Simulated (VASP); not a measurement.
SnTe:

```
CELL_PARAMETERS angstrom
0.00000 3.18581 3.18581
3.18581 0.00000 3.18581
3.18581 3.18581 0.00000
ATOMIC_POSITIONS crystal
Sn 0.00000 0.00000 0.00000
Te 0.50000 0.50000 0.50000
```

The cell is a database's computed one.

| Property | Result |
| --- | --- |
| Program | VASP 6.6.1 |
| Task | relaxation of cell and atoms |
| Functional | PBE |
| Dispersion | D3(BJ) |
| Potentials or basis | VASP PAW PBE potentials, release 64 (Sn_d, Te) |
| Cutoff | 600 eV |
| k mesh | 12 × 12 × 12 |
| Occupations | gaussian, width 0.1 eV |
| Spin | no spin polarisation |

At the start: pressure -1.2 GPa; volume 32.33 Å³/atom.

How do energy, volume and symmetry change on relaxing?

Over 3 steps the energy falls by 3.8 meV/atom and the volume is 31.39 Å³/atom (-2.9 %); space group Fm-3m (No. 225, to 0.05 Å).

The path:
```
step  energy change (eV)  largest force (eV/Å)  pressure (GPa)  volume (Å³)
   1              0.0000                0.0000           -1.24        64.67
   2             -0.0071                0.0000            0.32        62.36
   3             -0.0075                0.0000            0.01        62.78
```

Final structure:
```cif
data_structure
_symmetry_space_group_name_H-M 'P 1'
_symmetry_Int_Tables_number 1
_cell_length_a 4.4612
_cell_length_b 4.4612
_cell_length_c 4.4612
_cell_angle_alpha 60.000
_cell_angle_beta 60.000
_cell_angle_gamma 60.000
_cell_volume 62.78
loop_
_atom_site_label
_atom_site_type_symbol
_atom_site_fract_x
_atom_site_fract_y
_atom_site_fract_z
_atom_site_occupancy
Sn1 Sn 0.00000 0.00000 0.00000 1
Te1 Te 0.50000 0.50000 0.50000 1
```
